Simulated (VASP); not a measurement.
Set up this calculation in VASP 6.6.1, as the native input.

- Task: band structure
- Functional: PBEsol
- Potentials or basis: VASP PAW PBE potentials, release 64 (Si, Ge_d, O)
- Cutoff: 520 eV
- k mesh: 3 × 3 × 3
- Occupations: gaussian, width 0.02 eV
- Spin: no spin polarisation
- Further INCAR settings: ALGO = Normal; EDIFF = 1e-06; NBANDS = 49

The structure of Si3GeO8 lies in POSCAR:

```
Si3GeO8                                 
1.0
    4.2518983545      0.0163824039      0.0000000000
    0.0164151313      4.2432399794      2.7362956657
   -0.0164151313     -4.2432399794      2.7362956657
  Si              Ge              O             
     3     1     8
Direct
     0.5000000000000000    1.0000000000000000    0.5000000000000000
     0.5000000000000000    0.5000000000000000    0.0000000000000000
     1.0000000000000000    1.0000000000000000    0.0000000000000000
     1.0000000000000000    0.5000000000000000    0.5000000000000000
     0.6790944824283833    0.3460309887802035    0.6539690212197974
     0.6995054707695135    0.8443637446032849    0.1556362553967152
     0.8015416477582500    0.3374612467457896    0.1390935419101382
     0.8015416477582500    0.8609064580898618    0.6625387632542112
     0.3004945292304865    0.1556362653967160    0.8443637446032849
     0.3209055175716166    0.6539690212197974    0.3460309787802027
     0.1984583522417502    0.1390935419101382    0.3374612467457896
     0.1984583522417502    0.6625387632542112    0.8609064580898618
```

The cell comes from a database or a generator and needn't be the stable form of this composition.

One way to write it, as run:

INCAR

```
SYSTEM = Si3GeO8
PREC     = Accurate       ! precision mode
ENCUT    = 520            ! plane-wave cutoff, eV
EDIFF    = 1E-6           ! SCF threshold, eV
ISMEAR   = 0              ! smearing method
SIGMA    = 0.02           ! smearing width, eV
LREAL    = .FALSE.        ! projectors in reciprocal space
LASPH    = .TRUE.         ! aspherical terms in the spheres
NELM     = 80             ! most SCF steps
ALGO     = Normal         ! electronic algorithm
ISIF     = 2              ! what is computed and relaxed
LWAVE    = .FALSE.        ! write WAVECAR
LCHARG   = .FALSE.        ! write CHGCAR
GGA      = PS             ! functional
NBANDS   = 49             ! bands
KPAR     = 4
```

KPOINTS

```
regular mesh
0
G
  3 3 3
  0 0 0
```

KPOINTS_OPT

```
path GXSRAZGYX1A1TY,ZT
20
line-mode
reciprocal
 0.0000000000  0.0000000000  0.0000000000  G
 0.0000000000  0.3562474582  0.3562474582  X

 0.0000000000  0.3562474582  0.3562474582  X
 0.0000000000  0.0000000000  0.5000000000  S

 0.0000000000  0.0000000000  0.5000000000  S
 0.5000000000  0.0000000000  0.5000000000  R

 0.5000000000  0.0000000000  0.5000000000  R
 0.5000000000  0.3562474582  0.3562474582  A

 0.5000000000  0.3562474582  0.3562474582  A
 0.5000000000  0.0000000000  0.0000000000  Z

 0.5000000000  0.0000000000  0.0000000000  Z
 0.0000000000  0.0000000000  0.0000000000  G

 0.0000000000  0.0000000000  0.0000000000  G
 0.0000000000 -0.5000000000  0.5000000000  Y

 0.0000000000 -0.5000000000  0.5000000000  Y
 0.0000000000 -0.3562474582  0.6437525418  X1

 0.0000000000 -0.3562474582  0.6437525418  X1
 0.5000000000 -0.3562474582  0.6437525418  A1

 0.5000000000 -0.3562474582  0.6437525418  A1
 0.5000000000 -0.5000000000  0.5000000000  T

 0.5000000000 -0.5000000000  0.5000000000  T
 0.0000000000 -0.5000000000  0.5000000000  Y

 0.5000000000  0.0000000000  0.0000000000  Z
 0.5000000000 -0.5000000000  0.5000000000  T
```

Potentials or basis: VASP PAW PBE potentials, release 64 (Si, Ge_d, O).

Run with:

```sh
$ cat potpaw_PBE.64/Si/POTCAR potpaw_PBE.64/Ge_d/POTCAR potpaw_PBE.64/O/POTCAR > POTCAR
$ mpirun -np 4 vasp_std > vasp.out
```

Results of the run:

The pressure is 0.3 GPa, the largest force is 0.008 eV/Å and the band gap on the k mesh is 3.86 eV, direct. The band gap along the path is 3.86 eV, direct.

Caveat: the k mesh is coarse (spacing up to 0.49 Å⁻¹), so the values aren't converged; the PAW data sets were made with another functional, which shifts forces and pressure a little.

Run time: 2.3 min on 4 MPI ranks on Intel(R) Xeon(R) Platinum 8488C (Sapphire Rapids) (shared host), peak memory 0.26 GiB a rank.
